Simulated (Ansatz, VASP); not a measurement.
WCl: VASP beside Ansatz

The input INCAR:

```
PREC = Accurate
ENCUT = 520
EDIFF = 1E-6
ISMEAR = 0
SIGMA = 0.1
LREAL = F
LASPH = T
NELM = 100
ALGO = Normal
ISIF = 2
LWAVE = F
LCHARG = F
GGA = PE
NBANDS = 29
```

Contents of KPOINTS:

```
Automatic mesh
0
Gamma
  12 12 4
```

File POSCAR:

```
WCl
1.0
    3.1683846393      0.1641743831     -0.1367008945
    1.4378118753      2.8280284555     -0.1403020190
    0.5044967615      0.2505826744      9.5986329323
W Cl
2 2
Direct
    0.3369154159      0.3323232160      0.4039590212
    0.6630845841      0.6676767840      0.5960409788
    0.6772229581      0.6636815947      0.2148689458
    0.3227770419      0.3363184053      0.7851310542
```

Input for Ansatz:

```yaml
crystal:
  lattice:
    - [3.1683846393, 0.1641743831, -0.1367008945]
    - [1.4378118753, 2.8280284555, -0.140302019]
    - [0.5044967615, 0.2505826744, 9.5986329323]
  atoms:
    - { symbol: W, position: [0.3369154159, 0.332323216, 0.4039590212] }
    - { symbol: W, position: [0.6630845841, 0.667676784, 0.5960409788] }
    - { symbol: Cl, position: [0.6772229581, 0.6636815947, 0.2148689458] }
    - { symbol: Cl, position: [0.3227770419, 0.3363184053, 0.7851310542] }
basis:
  ecutwfc: 420
kpoints:
  mp_grid: { grid: [12, 12, 4] }
  band_path:
    path:
      - [[0.0, 0.0, 0.0], [0.0, 0.0, 0.5]]
      - [[0.0, 0.5, 0.0], [0.0, 0.0, 0.0], [-0.5, 0.0, 0.0]]
      - [[-0.5, -0.5, -0.5], [0.0, 0.0, 0.0], [-0.5, -0.5, 0.0]]
      - [[-0.5, 0.0, -0.5], [0.0, 0.0, 0.0], [0.0, -0.5, 0.5]]
    npoints: 14
hamiltonian:
  xc: pbe
scf:
  occupations: { method: gaussian, width: 0.1 }
  n_extra_bands: 10
output:
  forces: true
  stress: true
  eigenvalues: true
  populations: true
  dos: { projected: true, de: 0.02, nscf_kmesh: { grid: [15, 15, 5] } }
  bader: true
  write_density: true
  write_potential: true
  elf: true
  volumetric_format: npy
```

The cell was built by a generator and needn't be a form met in nature.

Alike in both runs: task single point; functional PBE; k mesh 12 × 12 × 4; occupations gaussian, width 0.1 eV; no spin polarisation.

|  | VASP | Ansatz |
| --- | --- | --- |
| version | VASP 6.6.1 | Ansatz 0.2.0 |
| potentials or method | VASP PAW PBE potentials, release 64 (W_sv, Cl) | scalar-relativistic, plane waves, PAW |
| plane-wave cutoff (eV) | 520 | 420 |
| valence electrons in the cell | 42 | 42 |

|  | VASP | Ansatz | Ansatz less VASP |
| --- | --- | --- | --- |
| gap on the k mesh at the Fermi level (eV) | none | none | - |
| pressure (GPa) | 0.1 | 0.0 | -0.14 |
| largest component of the traceless stress (GPa) | 0.09 | 0.02 | -0.071 |
| rms of the force components (eV/Å) | 0.013 | 0.002 | -0.0106 |

Atom by atom the forces differ by 0.013 eV/Å (rms over components). A gap of «none» marks a metal or a gap that the smearing closes.

The runs have no spin-orbit coupling, so splittings on W are missing.
